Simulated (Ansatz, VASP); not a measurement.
# ZnIn2: VASP beside Ansatz

One calculation is typed for both programs; each brings its own data sets. How far apart do they land? The cell is generated by rule, not measured, and may not be a known phase. Of the first pair: The two relaxations start from unlike cells of this crystal (the structure described is Ansatz's start), so only their ends are compared.

Calculated with Ansatz 0.2.0; plane waves, with VASP 6.6.1 beside it; relaxation of cell and atoms at PBEsol.

## 1. Set-up

Symmetry: P6/mmm, No. 191, hexagonal system. The conventional cell has a = 3.656 Å, b = 3.656 Å, c = 4.175 Å, α = 90.00°, β = 90.00°, γ = 120.00°. Zn has 12 In at 2.97 Å nearest. Nearest to In lie 3 In at 2.11 Å and 6 Zn at 2.97 Å. Farther neighbours are not listed.

## 2. Ansatz: relaxation of cell and atoms, PBEsol, pair 1

Ansatz runs on norm-conserving files, of PseudoDojo where its log says so.

The relaxed volume is the usual yardstick between codes: in a stiff, nearly cubic crystal its relative difference is about their pressure difference at one cell divided by the bulk modulus.

Input file input.yaml:

```yaml
crystal:
  lattice:
    - [3.65627, 0.0, 0.0]
    - [-1.82814, 3.16642, 0.0]
    - [0.0, 0.0, 4.17538]
  atoms:
    - { symbol: Zn, position: [0.0, 0.0, 0.0] }
    - { symbol: In, position: [0.3333333333, 0.6666666667, 0.5] }
    - { symbol: In, position: [0.6666666667, 0.3333333333, 0.5] }
kpoints:
  mp_grid: { grid: [6, 6, 6] }
hamiltonian:
  xc: pbesol
  pseudopotentials: { kind: nc }
scf:
  occupations: { method: gaussian, width: 0.1 }
output:
  forces: true
  stress: true
  eigenvalues: true
relax:
  adjacent_minimum: "off"
  f_tol: 0.05
  max_steps: 80
  cell: { stress_tol: 0.5 }
```

Run with:

```bash
> ansatz run input.yaml --threads 8 --pin off --max-ram 14336MiB --backend cpu --events-out ev --progress --plain --runs-dir out
```

Numbers of over 12 decimals in the logs are rounded to 6 here.

Log:

```text
The last accepted step is kept in <dir> (removed where the run ends without a failure and the disk answers)
Engine: ansatz 0.2.0, aarch64-unknown-linux-gnu
Pseudopotentials: kind: nc
Pseudopotential: Zn, nc, valence charge 20, recommended cutoff 1142.878222 eV (normal), Zn.nc.azcp (PseudoDojo's, or run here from an input of PseudoDojo's: the run reads no file of this project's for it)
Pseudopotential: In, nc, valence charge 13, recommended cutoff 952.398519 eV (normal), In.nc.azcp (PseudoDojo's, or run here from an input of PseudoDojo's: the run reads no file of this project's for it)
Functional definition: PBEsol
  exchange = pbesol_x
  correlation = pbesol_c
Crystal: 3 atoms, lattice volume = 48.340 Å³
Basis set: ecut = 1142.878222 eV, 4205 PW (Γ), exchange–correlation on 90×90×96 points (8 copies of the dense FFT grid, shifted against one another)
Bands: 28, of which v1, the nominal top of the filled ones, is band 23 counted from 1 (22 counted from 0)
Symmetry: 24 space group operations
Space group: P6/mmm (ITA 191), of the structure as read, at distance tolerance 3.6e-5 Å
k-points: 28 of 216
Non-local potential: Zn, projectors of the file, l = 0: 2, l = 1: 2, l = 2: 2
Non-local potential: In, projectors of the file, l = 0: 2, l = 1: 2, l = 2: 2
Initial density: superposition of atomic densities (chi_scale 0.1, normalization cell, long waves kept (reshape's long-wave potential 0.00 eV rms))
Initial wavefunctions: pseudopotential atomic-orbital guess
Functional: x = pbesol(κ = 0.804, μ = 0.123457), c = pbesol(β = 0.046)
SCF iter   1: F=—  HF=-9283.263459 eV  |F-HF|=—  |Δ(HF+E_count)|=         —  Δρ=5.05e-2  dr2=1.02e0  ethr=3.10e-3  ⟨swp⟩=6.9  Hψ=3828  notcnv=0
preconditioner: auto → Resta (q_TF=auto, 2.706 Å⁻¹)  ε∞=5.1  [insulator: Δε(μ)=0.207 eV  Ē_g=16.337 eV  σ=0.100 eV  W_gap=0.80  n_scr=20 (ndim 8)  ℏωp=32.9 eV  f_vac=0.000  D(μ)=0.39/eV (n_scr^D=0)  ε∞_Penn≈5.1]
SCF iter   2: F=—  HF=-9282.922487 eV  |F-HF|=—  |Δ(HF+E_count)|=   3.41e-1  Δρ=2.23e-2  dr2=2.01e-1  ethr=2.22e-3  ⟨swp⟩=2.9  Hψ=1555  notcnv=0  defer=22
preconditioner: auto → Kerker (q_TF=auto, 2.706 Å⁻¹)  [metal: Δε(μ)=0.083 eV  Ē_g=16.648 eV  σ=0.100 eV  W_gap=0.40  n_scr=20 (ndim 8)  ℏωp=32.9 eV  f_vac=0.000  D(μ)=0.82/eV (n_scr^D=2)]
SCF iter   3: F=—  HF=-9282.852485 eV  |F-HF|=—  |Δ(HF+E_count)|=   7.00e-2  Δρ=5.43e-3  dr2=1.06e-2  ethr=4.36e-4  ⟨swp⟩=2.0  Hψ=1407  notcnv=0  defer=22
SCF iter   4: F=—  HF=-9282.850648 eV  |F-HF|=—  |Δ(HF+E_count)|=   1.84e-3  Δρ=1.69e-3  dr2=9.31e-4  ethr=2.30e-5  ⟨swp⟩=2.2  Hψ=1448  notcnv=0  defer=22
SCF iter   5: F=—  HF=-9282.850505 eV  |F-HF|=—  |Δ(HF+E_count)|=   1.43e-4  Δρ=3.87e-4  dr2=6.89e-5  ethr=2.02e-6  ⟨swp⟩=2.3  Hψ=1164  notcnv=0  defer=22
SCF iter   6: F=—  HF=-9282.850739 eV  |F-HF|=—  |Δ(HF+E_count)|=   2.34e-4  Δρ=1.04e-4  dr2=3.57e-6  ethr=1.50e-7  ⟨swp⟩=3.3  Hψ=1452  notcnv=0  defer=22
SCF iter   7: F=—  HF=-9282.850740 eV  |F-HF|=—  |Δ(HF+E_count)|=   6.02e-7  Δρ=2.73e-5  dr2=2.68e-7  ethr=7.76e-9  ⟨swp⟩=2.6  Hψ=1569  notcnv=0  defer=22
SCF iter   8: F=-9282.850740 eV  HF=-9282.850740 eV  |F-HF|=5.00e-10  |Δ(HF+E_count)|=   7.37e-9  Δρ=4.02e-6  dr2=4.36e-9  ethr=2.17e-10  ⟨swp⟩=13.9  Hψ=4933  notcnv=0
SCF 1 converged in 8 iterations: F = -9282.850740 eV  dr2 = 4.36e-9
relax step   1: F+E_penalty+E_count = -9282.85074009 eV  Δ(F+E_penalty+E_count) = +0.000e0 eV  max|allowed force component| = 5.551e-17 eV/Å  Δτ_max = 0.0000 Å  P = +104.194 GPa  Ω = 48.340 Å³  (8 SCF iters, dr2 threshold 1.00e-7 eV, accepted)
[...]
relax step  16: F+E_penalty+E_count = -9292.33932821 eV  Δ(F+E_penalty+E_count) = -3.726e-2 eV  max|allowed force component| = 6.939e-17 eV/Å  Δτ_max = 0.0000 Å  P = +1.138 GPa  Ω = 67.667 Å³  stress off target by 1.79e0 GPa  SCF on the basis re-selected at this cell (its energy is not comparable with the rows above)  (5 SCF iters)
[...]
relax step  17: F+E_penalty+E_count = -9292.34812943 eV  Δ(F+E_penalty+E_count) = -8.801e-3 eV  max|allowed force component| = 2.930e-17 eV/Å  Δτ_max = 0.0000 Å  P = +0.389 GPa  Ω = 68.710 Å³  energy of the carried Pulay correction = -3.444e-5 eV  (5 SCF iters, dr2 threshold 3.00e-7 eV, accepted)
[...]
relax step  18: F+E_penalty+E_count = -9292.34948489 eV  Δ(F+E_penalty+E_count) = -1.355e-3 eV  max|allowed force component| = 3.701e-17 eV/Å  Δτ_max = 0.0000 Å  P = +0.028 GPa  Ω = 69.252 Å³  energy of the carried Pulay correction = -5.774e-5 eV  (4 SCF iters, dr2 threshold 3.00e-7 eV, accepted)
[...]
relax step  19: F+E_penalty+E_count = -9292.34956312 eV  Δ(F+E_penalty+E_count) = -7.823e-5 eV  max|allowed force component| = 5.397e-17 eV/Å  Δτ_max = 0.0000 Å  P = +0.031 GPa  Ω = 69.252 Å³  stress off target by 7.12e-2 GPa  SCF on the basis re-selected at this cell (its energy is not comparable with the rows above)  (4 SCF iters)
basis re-selected at this cell: Δ(F+E_penalty+E_count) = -7.823e-5 eV, ΔP = +0.003 GPa vs the last step (what re-selecting the basis moved, of the pressure what is left beyond the Pulay correction that the steps carried, after the strain that the cell walked since its last selection, with what the two solves' SCF thresholds leave and, on support functions, any second-order correction that the steps lacked; it is no m [...]
SCF converged after 4 iterations
Free energy (F): -9292.349563 eV
Harris-Foulkes:  -9292.349563 eV  (|F-HF|=2.09e-10)
Internal energy: -9292.338725 eV  (E = F + TS)
E sigma→0 (E₀):  -9292.344144 eV
Entropy (-TS):   -0.010838 eV (-3.613 meV/atom)
Fermi energy:    10.893376 eV
--- Per-component energies (eV) ---
  E_band       = -618.900069
  E_kinetic    = 4778.589052
  E_local      = -8054.511949  (includes V_loc(G=0)·N_el)
  E_nonlocal   = -2102.604153
  E_hartree    = 3035.447073
  E_xc         = -1683.564593
  E_vxc        = -1311.266599  (∫ρ·V_xc dr)
  E_ewald      = -5265.694155
  E_smearing   = -0.010838  (= −TS)
  E_closure    = 0.000000  (closes the sum)
  Σ components = -9292.349563   (vs F -9292.349563, Δ=0.00e0)
--- Forces (eV/Å), atoms counted from 1 ---
  atom   1  Zn     0.00000000     0.00000000     0.00000000
  atom   2  In     0.00000000    -0.00000000    -0.00000000
  atom   3  In    -0.00000000     0.00000000     0.00000000
  max |Σ_I F_I| component: 4.63e-18 eV/Å
--- Stress (GPa, compression-positive) ---
        0.071231       0.000000       0.000000
       -0.000000       0.071231       0.000000
        0.000000       0.000000      -0.050114
  P = ⅓ Tr σ = 0.0308 GPa (0.308 kbar)
--- Band table (eV; the first three rows and the last of 28) ---
  k-point 0: bands = [... 19 lower, 4.1416, 9.2400, 10.0031, 10.2425, 10.2425, 11.0495, 11.0495, 16.1054, ... 1 higher]
  k-point 1: bands = [... 19 lower, 4.0955, 9.6150, 10.2313, 10.6472, 10.6472, 11.5199, 11.5199, 12.9965, ... 1 higher]
  k-point 2: bands = [... 19 lower, 4.1453, 8.7016, 10.8106, 11.7073, 11.7073, 11.8241, 12.8673, 12.8673, ... 1 higher]
  k-point 27: bands = [... 19 lower, 7.3861, 7.3861, 8.6238, 9.0634, 9.0634, 9.3745, 15.8331, 16.9933, ... 1 higher]
--- Relaxed structure (16 steps of the walk, 15 accepted, 3 SCFs on fresh bases) ---
  F+E_penalty+E_count = -9292.34956312 eV   max|allowed force component| = 5.397e-17 eV/Å   (the final SCF, on the basis selected at the relaxed cell)
  cell:  # Å, volume = 69.2516 Å³
    - [5.008978, 3.954763030779666e-6, 0]
    - [-2.504493, 4.337901, 0]
    - [0, 0, 3.187140]
  atoms:
    - { symbol: Zn, position: [0, 0, 0] }
    - { symbol: In, position: [0.333333, 0.666667, 0.5] }
    - { symbol: In, position: [0.666667, 0.333333, 0.5] }
```

In the SCF lines HF is the Harris–Foulkes energy and dr2 the Hartree energy of the density residual, in eV; the loop may stop once dr2 is under the threshold and the program's other checks hold. Hψ counts applications of the Hamiltonian.

## 3. VASP: relaxation of cell and atoms, PBEsol, pair 1

Its own start cell and the same functional, mesh and smearing now go to VASP, with its own data sets.

Lines of VASP's logs that name or quote its potential files are left out, and so is its time.

Input file INCAR:

```
SYSTEM = ZnIn2
PREC = Accurate
ENCUT = 500
EDIFF = 1E-07
NELM = 120
ISMEAR = 0
SIGMA = 0.1
LREAL = .FALSE.
ALGO = Normal
GGA = PS
NBANDS = 25
LORBIT = 11
LWAVE = .FALSE.
LCHARG = .FALSE.
ISIF = 3
IBRION = 2
NSW = 80
EDIFFG = -0.005
LASPH = .TRUE.
GGA_COMPAT = .FALSE.
NELMIN = 4
KPAR = 2
```

Input file POSCAR:

```
ZnIn2
1.0
    4.9921639283      0.0000039042      0.0000000000
   -2.4960862265      4.3233399894      0.0000000000
    0.0000000000      0.0000000000      3.1877315380
Zn In
1 2
Direct
    0.0000000000      0.0000000000      0.0000000000
    0.3333333860      0.6666667719      0.5000000000
    0.6666666140      0.3333332281      0.5000000000
```

Input file KPOINTS:

```
Automatic mesh
0
Gamma
6 6 6
0 0 0
```

Potentials, in the order of the species: Zn and In_d (PBE family, release 64).

Run with:

```bash
> mpirun -np 2 vasp_std
```

Log:

```text
[banner, memory and clock lines left out]
running    2 mpi-ranks, on    1 nodes
 distrk:  each k-point on    1 cores,    2 groups
 distr:  one band on    1 cores,    1 groups

 POSCAR found type information on POSCAR ZnIn
 POSCAR found :  2 types and       3 ions
|                                                                             |
|               ----> ADVICE to this user running VASP <----                  |
|                                                                             |
|     You enforced a specific xc type in the INCAR file but a different       |
|     [... a line on the potential file left out ...]
|     I HOPE YOU KNOW WHAT YOU ARE DOING!                                     |
|                                                                             |

 LDA part: xc-table for (Slater+PW92), standard interpolation
 POSCAR, INCAR and KPOINTS ok, starting setup
 FFT: planning ... GRIDC
 FFT: planning ... GRID_SOFT
 FFT: planning ... GRID
 WAVECAR not read
 entering main loop
       N       E                     dE             d eps       ncg     rms          rms(c)
DAV:   1     0.290556348382E+03    0.29056E+03   -0.19177E+04  1400   0.216E+03
DAV:   2     0.150666974193E+02   -0.27549E+03   -0.27105E+03  1401   0.420E+02
DAV:   3    -0.654545460065E+01   -0.21612E+02   -0.21492E+02  1615   0.142E+02
DAV:   4    -0.709951522827E+01   -0.55406E+00   -0.55381E+00  1686   0.240E+01
DAV:   5    -0.712327566969E+01   -0.23760E-01   -0.23760E-01  2222   0.432E+00    0.454E+00
DAV:   6    -0.692170002314E+01    0.20158E+00   -0.81250E-01  1676   0.153E+01    0.256E+00
DAV:   7    -0.689914126883E+01    0.22559E-01   -0.87538E-02  1724   0.418E+00    0.996E-01
DAV:   8    -0.689434130662E+01    0.48000E-02   -0.97071E-03  1797   0.119E+00    0.236E-01
DAV:   9    -0.689404972342E+01    0.29158E-03   -0.17237E-03  1715   0.494E-01    0.758E-02
DAV:  10    -0.689403983860E+01    0.98848E-05   -0.12588E-04  2058   0.104E-01    0.322E-02
DAV:  11    -0.689404119949E+01   -0.13609E-05   -0.16330E-05  1978   0.399E-02    0.120E-02
DAV:  12    -0.689404082792E+01    0.37157E-06   -0.16773E-06  1688   0.111E-02    0.349E-03
DAV:  13    -0.689404077682E+01    0.51095E-07   -0.25163E-07  1231   0.502E-03
   1 F= -.68940408E+01 E0= -.68886950E+01  d E =-.689404E+01
[...]
2 F= -.68946444E+01 E0= -.68892758E+01  d E =-.603626E-03
[...]
3 F= -.68946552E+01 E0= -.68892730E+01  d E =-.614430E-03
[...]
4 F= -.68946612E+01 E0= -.68892845E+01  d E =-.620426E-03
[...]
5 F= -.68946609E+01 E0= -.68892830E+01  d E =-.620098E-03
[...]
6 F= -.68946812E+01 E0= -.68892637E+01  d E =-.202998E-04
 trial-energy change:   -0.000020  1 .order   -0.000021   -0.000030   -0.000012
 step:   2.1476(harm=  1.6936)  dis= 0.00000  next Energy=    -6.894687 (dE=-0.257E-04)
 bond charge predicted
       N       E                     dE             d eps       ncg     rms          rms(c)
DAV:   1    -0.689498009701E+01   -0.29899E-03   -0.75343E-03  1732   0.101E+00    0.104E-01
DAV:   2    -0.689475225199E+01    0.22785E-03   -0.60396E-04  1738   0.408E-01    0.494E-02
DAV:   3    -0.689468883901E+01    0.63413E-04   -0.90377E-05  1795   0.137E-01    0.182E-02
DAV:   4    -0.689468200836E+01    0.68306E-05   -0.16495E-05  1969   0.408E-02    0.790E-03
DAV:   5    -0.689468212372E+01   -0.11536E-06   -0.26586E-06  1723   0.174E-02    0.372E-03
DAV:   6    -0.689468219275E+01   -0.69027E-07   -0.17449E-07  1014   0.415E-03
   7 F= -.68946822E+01 E0= -.68892193E+01  d E =-.213175E-04
 curvature:  -0.45 expect dE=-0.805E-06 dE for cont linesearch -0.802E-06
 trial: gam= 0.00000 g(F)=  0.517E-41 g(S)=  0.178E-05 ort =-0.733E-05 (trialstep = 0.127E+01)
 search vector abs. value=  0.178E-05
 reached required accuracy - stopping structural energy minimisation
```

OUTCAR, selected parts (step 3):

```text
ion  position               nearest neighbor table
   1  0.000  0.000  0.000-   3 3.29   3 3.29   2 3.29   2 3.29   2 3.29   3 3.29   2 3.29   3 3.29
                             3 3.29   3 3.29   2 3.29   2 3.29
   2  0.333  0.667  0.500-   3 2.88   3 2.88   3 2.88   1 3.29   1 3.29   1 3.29   1 3.29   1 3.29
                             1 3.29
   3  0.667  0.333  0.500-   2 2.88   2 2.88   2 2.88   1 3.29   1 3.29   1 3.29   1 3.29   1 3.29
                             1 3.29

  LATTYP: Found a hexagonal cell.
 ALAT       =     4.9921639283
 C/A-ratio  =     0.6385470477

 Subroutine GETGRP returns: Found 24 space group operations
 (whereof 24 operations were pure point group operations)

The static configuration has the point symmetry D_6h.

 Found     28 irreducible k-points:

   k-points           NKPTS =     28   k-points in BZ     NKDIM =     28   number of bands    NBANDS=     25

   dimension x,y,z NGX =    36 NGY =   36 NGZ =   24
   dimension x,y,z NGXF=    72 NGYF=   72 NGZF=   48

   ENCUT  =  500.0 eV  36.75 Ry    6.06 a.u.   9.10  9.10  5.81*2*pi/ulx,y,z

   NELECT =      38.0000    total number of electrons

 k-points in reciprocal lattice and weights: Automatic mesh
   0.00000000  0.00000000  0.00000000       0.005
   0.16666667 -0.00000000  0.00000000       0.028
   0.33333333 -0.00000000  0.00000000       0.028
   0.50000000  0.00000000  0.00000000       0.014
   0.16666667  0.16666667  0.00000000       0.028
   0.33333333  0.16666667  0.00000000       0.056
   0.33333333  0.33333333  0.00000000       0.009
   0.00000000  0.00000000  0.16666667       0.009
   0.16666667 -0.00000000  0.16666667       0.056
[...]
0.33333333  0.16666667  0.50000000       0.056
   0.33333333  0.33333333  0.50000000       0.009

 average (electrostatic) potential at core
       1 -33.0850       2 -95.0293       3 -95.0293

 E-fermi :   6.0115

 k-point     1 :       0.0000    0.0000    0.0000
  band No.  band energies     occupation
    ...
     16      -0.7429      2.00000
     17       4.3550      2.00000
     18       5.1135      2.00000
     19       5.3582      2.00000
     20       5.3582      2.00000
     21       6.1661      0.02879
     22       6.1661      0.02878
     23      11.2404      0.00000
     24      14.8701      0.00000
     25      18.4234      0.00000

 k-point     2 :       0.1667   -0.0000    0.0000
  band No.  band energies     occupation
    ...
     15      -0.7449      2.00000
     16      -0.7427      2.00000
     17       2.6001      2.00000
     18       4.1047      2.00000
     19       4.3399      2.00000
     20       6.6107      0.00000
     21       7.6003      0.00000
     22       8.5823      0.00000
     23      11.5279      0.00000
     24      15.0133      0.00000
    ...

 k-point     3 :       0.3333   -0.0000    0.0000
  band No.  band energies     occupation
    ...
     15      -0.7486      2.00000
     16      -0.7423      2.00000
     17       0.5290      2.00000
     18       3.4809      2.00000
     19       3.5083      2.00000
     20       8.6738      0.00000
     21       9.7298      0.00000
     22      11.7944      0.00000
     23      12.3618      0.00000
     24      14.2289      0.00000
    ...

  Total       -0.0018549     -0.0018549      0.0101940      0.0000000     -0.0000000     -0.0000000
  in kB       -0.0429340     -0.0429340      0.2359502      0.0000000     -0.0000000     -0.0000000
  external PRESSURE =       0.0500274 kB  Pullay stress =       0.0000000 kB

  energy-cutoff  :      500.00
  volume of cell :       69.22
      direct lattice vectors                 reciprocal lattice vectors
     5.010835687  0.000003915  0.000000000     0.199567420  0.115220521 -0.000000000
    -2.505422125  4.339510214 -0.000000000    -0.000000180  0.230440649 -0.000000000
    -0.000000000  0.000000000  3.183356895    -0.000000000  0.000000000  0.314133801

 POSITION                                       TOTAL-FORCE (eV/Angst)
 -----------------------------------------------------------------------------------
      0.00000      0.00000      0.00000        -0.000000      0.000000     -0.000000
     -0.00000      2.89301      1.59168         0.000000      0.000000      0.000000
      2.50542      1.44651      1.59168        -0.000000     -0.000000     -0.000000
 -----------------------------------------------------------------------------------
    total drift:                               -0.000000      0.000000      0.000000

  FREE ENERGIE OF THE ION-ELECTRON SYSTEM (eV)
  ---------------------------------------------------
  free  energy   TOTEN  =        -6.8946821928 eV

  energy  without entropy=       -6.8837563087  energy(sigma->0) =       -6.88921925

 reached required accuracy - stopping structural energy minimisation

 total charge
# of ion       s       p       d       tot
------------------------------------------
    1        0.667   0.217   9.732  10.617
    2        0.975   0.580   9.856  11.410
    3        0.975   0.580   9.856  11.410
--------------------------------------------------
tot          2.617   1.376  29.444  33.437

[... 3 further parts left out ...]
```

CONTCAR:

```
ZnIn2
   1.00000000000000
     5.0108356870053319    0.0000039149966035    0.0000000000000000
    -2.5054221250908113    4.3395102143871318   -0.0000000000000001
    -0.0000000000000000    0.0000000000000000    3.1833568951049602
  Zn              In
     1     2
Direct
     0.0000000000000000    0.0000000000000000    0.0000000000000000
     0.3333333859999996    0.6666667718999975    0.5000000000000000
     0.6666666140000004    0.3333332281000025    0.5000000000000000
```

The run keeps the 24 symmetry operations of its start, so it cannot find a distortion of lower symmetry.

## 4. Differences

Known differences besides the potentials themselves: the data sets hold 46 valence electrons in Ansatz (on norm-conserving files, of PseudoDojo where its log says so) and 38 in VASP; the cutoff is 1142.88 eV in Ansatz and 500 eV in VASP; Ansatz adds a Pulay correction to the stress that steers its cell, VASP none. Total energies have different zeros and are not compared.

The two programs side by side:

```tsv
quantity	Ansatz	VASP	difference
volume (Å³)	69.25	69.22	+0.04 %
edge a after relaxation, in the typed setting (Å)	5.009	5.011	-0.04 %
edge c after relaxation, in the typed setting (Å)	3.187	3.183	+0.12 %
```

(Part 1 of 2 ends here.)

[Lines on the potential files, build, host, timing and source positions are cut from VASP's logs without a mark.]

[Logs are printed without paths, hosts, clocks, repeated set-up lines and the standing remarks that a program may print on its own settings, such as how far it seeks lower states.]

[Hosts, paths, dates, database ids (printed as entryN), source tags and the programs' standing remarks are cut or masked in the printed files.]
